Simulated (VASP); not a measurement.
Given:

```
CELL_PARAMETERS angstrom
      0.00000     2.41612     2.41612
      2.41612     0.00000     2.41612
      2.41612     2.41612     0.00000
ATOMIC_POSITIONS crystal
  Na 0.00000 0.00000 0.00000
  H  0.50000 0.50000 0.50000
```

Method: modified Becke-Johnson potential (mBJ), VASP's PBE PAW potentials (set 64) (plane waves; VASP 6.6.1). Run with 520 eV cut-off, 8×8×8 Γ-centred mesh, Gaussian smearing of 0.050 eV, potentials Na_pv H.

mBJ is a potential without an energy functional, so only the levels count.

Give the energies of bands 4 to 6 at the high-symmetry points, in eV from the valence-band maximum.

```csv
band,Γ,X,U,L,W
4,-2.42,-0.10,-0.06,-0.50,0.00
5,12.03,7.44,8.14,6.62,8.82
6,17.84,13.01,9.18,13.38,8.86
```

The gap is indirect, 6.62 eV, from the valence maximum at W to the conduction minimum at L.

The compound is NaH in the rock salt structure. It was relaxed first. The cell's shape comes from a PBE relaxation.
